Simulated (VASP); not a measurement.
Level of theory: LDA (Ceperley-Alder, Perdew-Zunger), VASP's LDA PAW potentials (set 64) (plane waves; VASP 6.6.1).

VASP input:

### KPOINTS
```
kpoints
0
G
9 9 5
```

**INCAR**
```
SYSTEM=Te
PREC=Accurate; ENCUT=300; LREAL=.FALSE.
LASPH=.TRUE.
EDIFF=1E-6; NELM=100; ALGO=Normal
LMAXMIX=4
ISMEAR=-1; SIGMA=0.1
ISIF=2
LWAVE=.FALSE.; LCHARG=.FALSE.
```

### POSCAR
```
Te
3.3932450
  1.0000000000   0.0000000000   0.0000000000
 -0.4999998526   0.8660255891   0.0000000000
  0.0000000000   0.0000000000   1.6235939344
Te
2
Direct
  0.3333330000   0.6666670000   0.2500000000
  0.6666670000   0.3333330000   0.7500000000
```

POTCAR, in this order: Te (LDA.64 set). Program: vasp_std.

The run wrote:

### OSZICAR
```
       N       E                     dE             d eps       ncg     rms          rms(c)
DAV:   1     0.350368786781E+02    0.35037E+02   -0.35039E+03   720   0.631E+02
DAV:   2    -0.528545488928E+01   -0.40322E+02   -0.39051E+02  1092   0.114E+02
DAV:   3    -0.698206482196E+01   -0.16966E+01   -0.16685E+01   846   0.279E+01
DAV:   4    -0.700111445819E+01   -0.19050E-01   -0.19037E-01   812   0.354E+00
DAV:   5    -0.700139059904E+01   -0.27614E-03   -0.27614E-03   798   0.444E-01    0.970E+00
DAV:   6    -0.699160512513E+01    0.97855E-02   -0.76283E-03   794   0.494E-01    0.594E+00
DAV:   7    -0.698791407720E+01    0.36910E-02   -0.14254E-02   746   0.669E-01    0.259E-01
DAV:   8    -0.698776342175E+01    0.15066E-03   -0.58088E-04   764   0.172E-01    0.383E-02
DAV:   9    -0.698776432390E+01   -0.90215E-06   -0.10577E-05   832   0.258E-02    0.236E-02
DAV:  10    -0.698776315347E+01    0.11704E-05   -0.24937E-06   726   0.933E-03    0.215E-02
DAV:  11    -0.698776313923E+01    0.14242E-07   -0.58776E-08   410   0.205E-03
   1 F= -.69877631E+01 E0= -.69609801E+01  d E =-.535662E-01
```

OUTCAR:
```
------------------------ aborting loop because EDIFF is reached ----------------------------------------
  FORCE on cell =-STRESS in cart. coord.  units (eV):
  Direction    XX          YY          ZZ          XY          YZ          ZX
  --------------------------------------------------------------------------------------
  Total       -0.1808463     -0.1808463     -1.7932896     -0.0000000      0.0000000      0.0000000
  in kB       -5.2743184     -5.2743207    -52.3006640     -0.0000009      0.0000000      0.0000000
  external PRESSURE =     -20.9497677 kB  Pullay stress =       0.0000000 kB
  volume of cell :       54.94
      direct lattice vectors                 reciprocal lattice vectors
     3.393245000  0.000000000  0.000000000     0.294703153  0.170146858  0.000000000
    -1.696622000  2.938637000  0.000000000     0.000000000  0.340293816  0.000000000
     0.000000000  0.000000000  5.509252000     0.000000000  0.000000000  0.181512844
 POSITION                                       TOTAL-FORCE (eV/Angst)
 -----------------------------------------------------------------------------------
     -0.00000      1.95909      1.37731        -0.000000     -0.000000      0.000000
      1.69662      0.97954      4.13194         0.000000      0.000000      0.000000
 -----------------------------------------------------------------------------------
    total drift:                               -0.000201      0.000100      0.000011
  FREE ENERGIE OF THE ION-ELECTRON SYSTEM (eV)
  ---------------------------------------------------
  free  energy   TOTEN  =        -6.9877631392 eV

  energy  without entropy=       -6.9341969694  energy(sigma->0) =       -6.96098005
```
(Selected blocks of OUTCAR.)

The structure was generated: Te was put into an ordered model structure, which need not be its known phase. The cell was not relaxed at this level. The run is one of a series of settings (GGA removed, POTCAR Te (LDA.64 set) against the base run), some of them coarse on purpose.
